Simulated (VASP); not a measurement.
Energy against volume of Rb (bcc). The numbers are results of LDA (Ceperley-Alder, Perdew-Zunger), VASP's LDA PAW potentials (set 64) (plane waves; VASP 6.6.1), not measurements. Numerical set-up: 520 eV cut-off, 10×10×10 Γ-centred mesh, first-order Methfessel-Paxton smearing of 0.10 eV, potentials Rb_sv.

```csv
V (Å³/atom),E (eV/atom)
75.504,-1.05409
77.839,-1.05505
80.174,-1.05442
82.509,-1.05240
```

Question: Fit these four points and predict the energy of the run at 73.169 Å³/atom.

Answer: A cubic in V^(−2/3), the third-order Birch-Murnaghan form, passes through the four points with V0 = 78.03 Å³/atom and B0 = 4 GPa, and gives -1.0513 eV/atom there. The run gave -1.0513 eV/atom, +0.0 meV/atom from the fit; all five points give B0 = 4 GPa.

The compound is Rb in the bcc structure. It was relaxed first, which changed the volume by -13 %.
